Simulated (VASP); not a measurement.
Calculation: PBE GGA, VASP's PBE PAW potentials (set 64) (plane waves; VASP 6.6.1).

Input for VASP

KPOINTS:
```
Regular mesh
0
Gamma
 8 8 8
```

File POSCAR:
```
PIr
1
   -1.5645920000     1.5645920000     5.2969380000
    1.5645920000    -1.5645920000     5.2969380000
    1.5645920000     1.5645920000    -5.2969380000
Ir P
2 2
Direct
  0.7500000000   0.7500000000   0.0000000000
  0.5000000000   0.0000000000   0.5000000000
  0.1660000000   0.1660000000   0.0000000000
  0.9160000000   0.4160000000   0.5000000000
```

INCAR:
```
# general
SYSTEM   =  PIr
PREC     =  Accurate
ENCUT    =  300
LREAL    =  .FALSE.
LASPH    =  .TRUE.

# electronic loop
EDIFF    =  1E-6
NELM     =  100
ALGO     =  Normal
LMAXMIX  =  6

# smearing
ISMEAR   =  -1
SIGMA    =  0.1

# functional
GGA      =  PE

# ions
ISIF     =  2

# output
LWAVE    =  .FALSE.
LCHARG   =  .FALSE.
```

POTCAR, in this order: Ir P (PBE.64 set). Program: vasp_std.

Output

**OSZICAR**
```
       N       E                     dE             d eps       ncg     rms          rms(c)
DAV:   1     0.158842787656E+03    0.15884E+03   -0.92599E+03  2124   0.957E+02
DAV:   2    -0.162456152806E+02   -0.17509E+03   -0.16965E+03  2138   0.330E+02
DAV:   3    -0.283661123040E+02   -0.12120E+02   -0.11749E+02  2990   0.764E+01
DAV:   4    -0.286888629517E+02   -0.32275E+00   -0.31973E+00  2756   0.129E+01
DAV:   5    -0.286949901872E+02   -0.61272E-02   -0.61218E-02  2788   0.170E+00    0.328E+01
DAV:   6    -0.278235840014E+02    0.87141E+00   -0.47938E+00  3218   0.225E+01    0.148E+01
DAV:   7    -0.277120596971E+02    0.11152E+00   -0.62518E-01  3108   0.843E+00    0.734E+00
DAV:   8    -0.276706630071E+02    0.41397E-01   -0.93146E-02  3110   0.348E+00    0.422E-01
DAV:   9    -0.276705875989E+02    0.75408E-04   -0.60163E-03  2784   0.546E-01    0.279E-01
DAV:  10    -0.276706708384E+02   -0.83240E-04   -0.68230E-04  2694   0.259E-01    0.131E-01
DAV:  11    -0.276706109099E+02    0.59929E-04   -0.18720E-04  2840   0.148E-01    0.224E-02
DAV:  12    -0.276706120114E+02   -0.11014E-05   -0.58948E-06  2428   0.179E-02    0.108E-02
DAV:  13    -0.276706113514E+02    0.65997E-06   -0.12795E-06  1220   0.888E-03
   1 F= -.27670611E+02 E0= -.27630582E+02  d E =-.800587E-01
```

File OUTCAR:
```
------------------------ aborting loop because EDIFF is reached ----------------------------------------
  FORCE on cell =-STRESS in cart. coord.  units (eV):
  Direction    XX          YY          ZZ          XY          YZ          ZX
  --------------------------------------------------------------------------------------
  Total       12.5814850     12.5814850      9.8062453      0.0000000      0.0000000      0.0000000
  in kB      388.6470662    388.6470662    302.9188117      0.0000000      0.0000000      0.0000000
  external PRESSURE =     360.0709814 kB  Pullay stress =       0.0000000 kB
  volume of cell :       51.87
      direct lattice vectors                 reciprocal lattice vectors
    -1.564592000  1.564592000  5.296938000     0.000000000  0.319572131  0.094394158
     1.564592000 -1.564592000  5.296938000     0.319572131  0.000000000  0.094394158
     1.564592000  1.564592000 -5.296938000     0.319572131  0.319572131  0.000000000
 POSITION                                       TOTAL-FORCE (eV/Angst)
 -----------------------------------------------------------------------------------
      0.00000      0.00000      7.94541         0.000000     -0.000000     -0.084064
      0.00000      1.56459      0.00000        -0.000000      0.000000     -0.084064
      0.00000      0.00000      1.75858        -0.000000     -0.000000      0.084064
      0.00000      1.56459      4.40705        -0.000000     -0.000000      0.084064
 -----------------------------------------------------------------------------------
    total drift:                                0.000001      0.000001     -0.000749
  FREE ENERGIE OF THE ION-ELECTRON SYSTEM (eV)
  ---------------------------------------------------
  free  energy   TOTEN  =       -27.6706113514 eV

  energy  without entropy=      -27.5905526841  energy(sigma->0) =      -27.63058202
```
(Selected blocks of OUTCAR.)

At this cut-off the stress carries a Pulay error, which pulls relaxed volumes low.

The structure was generated: PIr was put into an ordered model structure, which need not be its known phase. The cell was not relaxed at this level. The k-mesh is coarse (spacing up to 0.35 per Å, 2π included), so the numbers may not be converged in it.
